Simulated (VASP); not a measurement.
```
PbSe
1.0
    0.00000     3.13856     3.13856
    3.13856     0.00000     3.13856
    3.13856     3.13856     0.00000
Pb Se
1 1
Cartesian
  0.00000   0.00000   0.00000
  3.13856   3.13856   3.13856
```

Method: PBE0 hybrid, VASP's PBE PAW potentials (set 64) (plane waves; VASP 6.6.1). Numerical set-up: 520 eV cut-off, 6×6×6 Γ-centred mesh, Gaussian smearing of 0.050 eV, potentials Pb_d Se.

Q: Give the stress tensor in GPa (positive for a compressed cell).

A: 
```
-2.41   0.00   0.00
 0.00  -2.41   0.00
 0.00   0.00  -2.41
```
The pressure is its mean diagonal, -2.41 GPa.

The compound is PbSe in the rock salt structure. This cell is one point of a volume scan, at 1.03 of the reference volume. The cell's shape comes from a PBE relaxation.
